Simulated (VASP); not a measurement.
A VASP calculation is set up with these files.

File KPOINTS:
```
Automatic mesh
0
G
5 5 1
```

File POSCAR:
```
TiTe2
1
    3.7994770000     0.0000000000     0.0000000000
   -1.8997390000     3.2904430000     0.0000000000
    0.0000000000     0.0000000000    17.1706300000
Ti Te
1 2
Direct
  0.0000000000   0.0000000000   0.5000000000
  0.3333330000   0.6666670000   0.5923270000
  0.6666670000   0.3333330000   0.4076730000
```

**INCAR**
```
! general
SYSTEM =TiTe2
PREC   =Accurate
ENCUT  =300   ! plane-wave cut-off (eV)
LREAL  =.FALSE.   ! projection in real space or not
LASPH  =.TRUE.

! electronic loop
EDIFF  =1E-6   ! SCF stop (eV)
NELM   =100
ALGO   =Normal   ! blocked Davidson
LMAXMIX=4   ! l cut-off of mixed one-centre charges

! smearing
ISMEAR =0   ! Gaussian
SIGMA  =0.1   ! width (eV)

! functional
GGA    =PE

! ions
ISIF   =2

! output
LWAVE  =.FALSE.
LCHARG =.FALSE.
```

POTCAR, in this order: Ti_sv Te (PBE.64 set). Program: vasp_std.

**Question.** Write an equivalent input for Ansatz.

**Answer.** One equivalent input (not run):
Ansatz 0.2 input:
```yaml
crystal:
  lattice:
    - [3.7994770, 0.0000000, 0.0000000]
    - [-1.8997390, 3.2904430, 0.0000000]
    - [0.0000000, 0.0000000, 17.1706300]
  atoms:
    - { symbol: Ti, position: [0.0000000, 0.0000000, 0.5000000] }
    - { symbol: Te, position: [0.3333330, 0.6666670, 0.5923270] }
    - { symbol: Te, position: [0.6666670, 0.3333330, 0.4076730] }
kpoints:
  mp_grid: { grid: [5, 5, 1] }
hamiltonian:
  xc: pbe
  pseudopotentials: { kind: paw }
scf:
  occupations: { method: gaussian, width: 0.1 }
  max_iter: 100
output: { forces: true, stress: true, eigenvalues: true }
```
Limits of the translation: each code has its own PAW files, so the cut-off isn't converted (ENCUT is set for VASP's; basis.ecutwfc is left out, and Ansatz then takes the one that its files recommend); Ansatz stops its SCF on the density residual and VASP on the energy change (EDIFF).

The cell is a sheet with vacuum, built from a generated structure.
